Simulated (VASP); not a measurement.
NiMoIrPdW:

```
Ni Mo Pd Ir W
1.0
     2.76078    0.00000    0.00000
    -1.38039    2.39090    0.00000
     0.00000    0.00000   11.34051
Ni Mo Pd Ir W
1 1 1 1 1
Direct
  0.00000 0.00000 0.70917
  0.66667 0.33333 0.29425
  0.66667 0.33333 0.89901
  0.00000 0.00000 0.10604
  0.66667 0.33333 0.52921
```

The cell was built by a generator and needn't be a form met in nature.

```yaml
Program: VASP 6.6.1
Task: single point
Functional: PBE
Potentials_or_basis: VASP PAW PBE potentials, release 64 (Ni, Mo_sv, Pd, Ir, W_sv)
Cutoff: 520 eV
k_mesh: 11 × 11 × 3
Occupations: fermi-dirac, width 0.05 eV
Spin: collinear spin, ferromagnetic start
Starting_moments: "[1.0, 1.0, 0.0, 0.6, 0.0] μB"
```

On this cell: pressure 0.2 GPa; largest force 0.296 eV/Å; net moment 0.00 μB per cell; band gap on the k mesh none (metal or under the smearing width).

The same run follows on a disturbed copy (atoms moved at random, drawn with an rms of 0.05 Å):

```
Ni Mo Pd Ir W
1.0
     2.76078    0.00000    0.00000
    -1.38039    2.39090    0.00000
     0.00000    0.00000   11.34051
Ni Mo Pd Ir W
1 1 1 1 1
Cartesian
  -0.0218 -0.0171 8.0376
  1.4287 0.8047 3.3133
  1.3867 0.8105 10.2172
  -0.0004 0.0319 1.1833
  1.3857 0.7780 5.9998
```

Q: What changes?

A: The energy (extrapolated to zero smearing) moves by +2.4 meV/atom; pressure 0.4 GPa; largest force 0.530 eV/Å; net moment 0.00 μB per cell; band gap on the k mesh none (metal or under the smearing width).

Forces in eV/Å, atoms in the order of the input:
```
Ni   0.059  0.024  0.128
Mo  -0.048  0.199  0.489
Pd  -0.028  0.005 -0.291
Ir   0.205 -0.124 -0.107
W   -0.189 -0.104 -0.219
```

Stress tensor (GPa, compression positive):
```
 0.61 -0.63 -1.55
-0.63  0.27 -0.31
-1.55 -0.31  0.42
```
